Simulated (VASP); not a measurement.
AlN (zinc blende): the LDA mean ε∞ (DFPT) against the volume, with the cell scaled uniformly; LDA's own equilibrium is at 10.266 Å³/atom. VASP (PAW), 520 eV cut-off, 12×12×12 Γ-centred mesh, Gaussian smearing of 0.010 eV, potentials Al N.  Fit the value as a straight line in ln V.

```csv
V (Å³/atom),LDA mean ε∞ (DFPT)
9.034,4.38
9.342,4.41
9.65,4.45
9.958,4.50
10.266,4.54
10.574,4.60
```

Fit the rows as the text says and predict the value at 10.882.

The slope against ln V is 1.39. The line misses the rows by up to 0.01 and gives 4.63 at 10.882. The run gave 4.65, +0.02 from the line.

Left out are failed runs and those whose mesh is unfit for this quantity.

The compound is AlN in the zinc blende structure, a metastable form; wurtzite is the usual one.
